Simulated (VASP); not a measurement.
# Li6Cd3N: single point with LDA

Li6Cd3N:

```
Li N Cd
1.0
     5.07991   -0.04005   -0.13078
    -1.13799    5.22315   -0.44572
    -0.08899    0.35676    6.14410
Li N Cd
6 1 3
Direct
  0.93099 0.30100 0.82459
  0.44430 0.87761 0.42840
  0.72912 0.86990 0.11542
  0.79256 0.81832 0.70049
  0.57711 0.40045 0.44607
  0.28903 0.92055 0.84331
  0.76918 0.49625 0.17714
  0.07008 0.46366 0.47749
  0.16508 0.12221 0.17969
  0.40630 0.44331 0.87797
```

The cell was built by a generator and needn't be a form met in nature.

- Program: VASP 6.6.1
- Task: single point
- Functional: LDA
- Potentials or basis: VASP PAW LDA potentials, release 64 (Li_sv, N, Cd)
- Cutoff: 520 eV
- k mesh: 3 × 3 × 3
- Occupations: methfessel-paxton, width 0.15 eV
- Spin: no spin polarisation

```json
{"Largest force": "1.809 eV/Å", "Band gap on the k mesh": "none (metal or under the smearing width)"}
```

Forces on the atoms (eV/Å):
```
Li  -1.451  0.182  1.065
Li  -0.324  0.084  0.068
Li  -0.129 -1.056  0.134
Li   0.530 -0.191 -0.114
Li  -0.177 -0.262 -0.479
Li   0.192 -0.305 -0.387
N   -0.397  0.278 -0.099
Cd  -0.324  0.368 -0.604
Cd   0.446  0.399  0.334
Cd   1.635  0.501  0.082
```

Levels at points of the mesh, in eV from the Fermi level:
| k point | band 26 | band 27 | band 28 | band 29 | band 30 | band 31 | band 32 | band 33 |
| --- | --- | --- | --- | --- | --- | --- | --- | --- |
| (0.00, 0.00, 0.00) | -1.92 | -1.86 | -0.60 | -0.38 | 0.18 | 0.85 | 1.27 | 1.61 |

Run time: 69 s on 1 thread of Intel(R) Xeon(R) Platinum 8488C (Sapphire Rapids), on a shared host, peak memory 0.25 GiB.

Caveat: the k mesh is coarse (spacing up to 0.42 Å⁻¹), so the values aren't converged.
